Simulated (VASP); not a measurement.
Given:

```
CELL_PARAMETERS angstrom
      3.75004    -1.92442    -0.00533
      3.75004     1.92442    -0.00533
      2.76701     0.00000     3.17960
ATOMIC_POSITIONS crystal
  As 0.22678 0.22678 0.22678
  As 0.77322 0.77322 0.77322
```

Calculation: SCAN meta-GGA, VASP's PBE PAW potentials (set 64) (plane waves; VASP). Numerical set-up: 520 eV cut-off, 12×12×12 Γ-centred mesh, first-order Methfessel-Paxton smearing of 0.10 eV, potentials As.

Question: The ions and cell shape at fixed volume are relaxed. Predict the relaxed structure.

Answer: 
```
CELL_PARAMETERS angstrom
      3.94734    -1.86879     0.08917
      3.94734     1.86879     0.08917
      2.99272     0.00000     3.18205
ATOMIC_POSITIONS crystal
  As 0.22314 0.22314 0.22314
  As 0.77686 0.77686 0.77686
```
Space group R-3m (166), at a tolerance of 0.03 Å.

Question: How much energy does the relaxation gain?

Answer: The energy (σ→0) changes by -14.1 meV/atom, in 8 ionic steps.

The compound is As in the a7 structure. This cell is one point of a volume scan, at 1.06 of the reference volume. Symmetry was kept, so distortions that lower it aren't found.
